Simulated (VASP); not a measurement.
An input for Quantum ESPRESSO's pw.x (written as the equivalent of a VASP run, and not itself run):

```
&CONTROL
  calculation = 'vc-relax'
  pseudo_dir = './pseudo'
  outdir = './out'
  tprnfor = .true.
  tstress = .true.
  nstep = 60
  forc_conv_thr = 0.00039
/
&SYSTEM
  ibrav = 0
  nat = 2
  ntyp = 2
  ecutwfc = 84
  occupations = 'smearing'
  smearing = 'gaussian'
  degauss = 0.003675
  input_dft = 'pbesol'
/
&ELECTRONS
  conv_thr = 7.3e-08
  electron_maxstep = 100
/
&IONS
/
&CELL
/
ATOMIC_SPECIES
  Ca 40.078 Ca.upf
  O 15.999 O.upf
CELL_PARAMETERS angstrom
     0.0000000    2.6136000    2.6136000
     2.6136000    0.0000000    2.6136000
     2.6136000    2.6136000    0.0000000
ATOMIC_POSITIONS crystal
  Ca   0.0000000  0.0000000  0.0000000
  O    0.5000000  0.5000000  0.5000000
K_POINTS automatic
  8 8 8 0 0 0
```

**Question.** Write the VASP files for the same calculation (PBEsol).

**Answer.** Several could match; the one computed here: 
File KPOINTS:
```
Automatic mesh
0
Gamma
8 8 8
0 0 0
```

### POSCAR
```
CaO
1
    0.0000000000     2.6136000000     2.6136000000
    2.6136000000     0.0000000000     2.6136000000
    2.6136000000     2.6136000000     0.0000000000
Ca O
1 1
Direct
  0.0000000000   0.0000000000   0.0000000000
  0.5000000000   0.5000000000   0.5000000000
```

**INCAR**
```
SYSTEM = CaO
PREC = Accurate; ENCUT = 520; LREAL = .FALSE.
LASPH = .TRUE.
EDIFF = 1E-6; NELM = 100; ALGO = Normal
ISMEAR = 0; SIGMA = 0.05
GGA = PS
IBRION = 2; NSW = 60; ISIF = 3
EDIFFG = -0.01
LWAVE = .FALSE.; LCHARG = .FALSE.
```

POTCAR, in this order: Ca_sv O (PBE.64 set). Program: vasp_std.

The two are equivalent in intent, not identical: the potentials are each code's own (VASP's PAW set, PseudoDojo norm-conserving files in pw.x), so ENCUT and ecutwfc are chosen apart and not converted; conv_thr bounds pw.x's estimated SCF error, while EDIFF bounds the energy change between steps; forc_conv_thr acts on force components and is met together with etot_conv_thr.

The structure was generated: CaO was put into the rock salt type (Fm-3m), which need not be its known phase. This run relaxes it. Symmetry was kept, so distortions that lower it aren't found.
